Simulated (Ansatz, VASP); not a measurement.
## Cu2W in VASP and in Ansatz

File INCAR:

```
SYSTEM = Cu2W
PREC = Accurate
ENCUT = 600
EDIFF = 1E-6
ISMEAR = 0
SIGMA = 0.1
LREAL = .FALSE.
LASPH = .TRUE.
NELM = 100
ALGO = Fast
ISIF = 3
LWAVE = .FALSE.
LCHARG = .FALSE.
GGA = PE
IBRION = 2
NSW = 100
EDIFFG = -0.01
```

KPOINTS

```
Automatic mesh
0
G
  14 14 14
  0 0 0
```

Contents of POSCAR:

```
Cu2W
1.0
    0.0000000000      2.8953533828      2.8953533828
    2.8953533828      0.0000000000      2.8953533828
    2.8953533828      2.8953533828      0.0000000000
Cu W
2 1
Direct
    0.2500000000      0.2500000000      0.2500000000
    0.7500000000      0.7500000000      0.7500000000
    0.0000000000      0.0000000000      0.0000000000
```

Input for Ansatz:

```yaml
crystal:
  lattice:
    - [0.0, 2.8953533828, 2.8953533828]
    - [2.8953533828, 0.0, 2.8953533828]
    - [2.8953533828, 2.8953533828, 0.0]
  atoms:
    - { symbol: Cu, position: [0.25, 0.25, 0.25] }
    - { symbol: Cu, position: [0.75, 0.75, 0.75] }
    - { symbol: W, position: [0.0, 0.0, 0.0] }
basis:
  ecutwfc: 420
kpoints:
  mp_grid: { grid: [14, 14, 14] }
hamiltonian:
  xc: pbe
scf:
  occupations: { method: gaussian, width: 0.1 }
output:
  forces: true
  stress: true
  eigenvalues: true
relax:
  adjacent_minimum: "off"
  f_tol: 0.01
  max_steps: 80
  cell: { stress_tol: 0.05 }
```

Change from the starting cell: species swapped into the LuH2 type (Fm-3m, No. 225).

Alike in both runs: task relaxation of cell and atoms; functional PBE; k mesh 14 × 14 × 14; occupations gaussian, width 0.1 eV; no spin polarisation.

|  | VASP | Ansatz |
| --- | --- | --- |
| version | VASP 6.6.1 | Ansatz 0.2.0 |
| potentials or method | VASP PAW PBE potentials, release 64 (Cu, W_sv) | scalar-relativistic, plane waves, PAW |
| plane-wave cutoff (eV) | 600 | 420 |
| valence electrons in the cell | 36 | 52 |

|  | VASP | Ansatz | Ansatz less VASP |
| --- | --- | --- | --- |
| gap on the k mesh at the Fermi level, each at its own relaxed structure (eV) | none | none | - |
| relaxed volume (Å³/atom) | 16.25 | 16.19 | -0.063 |
| relaxed cell length with the largest relative difference (Å) | 4.101 | 4.095 | -0.0053 |

A gap of «none» marks a metal or a gap that the smearing closes. The two sets of potentials don't hold the same shells in valence.

The runs have no spin-orbit coupling, so splittings on W are missing.
